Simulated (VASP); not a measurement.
Here is a VASP 6.6.1 calculation.

File INCAR:

```
SYSTEM = Cu
ALGO     = Fast           ! electronic algorithm
EDIFF    = 1E-7           ! SCF threshold, eV
EDIFFG   = -0.01          ! ionic threshold
ENCUT    = 600            ! plane-wave cutoff, eV
GGA      = PE             ! functional
IBRION   = 2              ! ionic algorithm
ISIF     = 3              ! what is computed and relaxed
ISMEAR   = 1              ! smearing method
KPAR     = 8            
LASPH    = .True.         ! aspherical terms in the spheres
LCHARG   = .False.        ! write CHGCAR
LREAL    = .False.        ! projectors in reciprocal space
LWAVE    = .False.        ! write WAVECAR
NELM     = 80             ! most SCF steps
NSW      = 40             ! ionic steps
PREC     = Accurate       ! precision mode
SIGMA    = 0.4            ! smearing width, eV
```

KPOINTS

```
k-points
0
Gamma
  24 24 24
  0 0 0
```

File POSCAR:

```
Cu
1.0
    0.0000000000      1.8150000000      1.8150000000
    1.8150000000      0.0000000000      1.8150000000
    1.8150000000      1.8150000000      0.0000000000
Cu
1
Direct
    0.0000000000      0.0000000000      0.0000000000
```

Potentials or basis: VASP PAW PBE potentials, release 64 (Cu).

Command:

```bash
$ cat potpaw_PBE.64/Cu/POTCAR > POTCAR
$ mpirun -np 8 vasp_std > vasp.out
```

(1) Predict the relaxed volume.

(2) Estimate the band gap on the k mesh.

(3) What does it give for the space group after relaxing (to 0.05 Å)?

## Answers

(1) 12.00 Å³/atom.

(2) none (metal or under the smearing width).

(3) Fm-3m (No. 225).
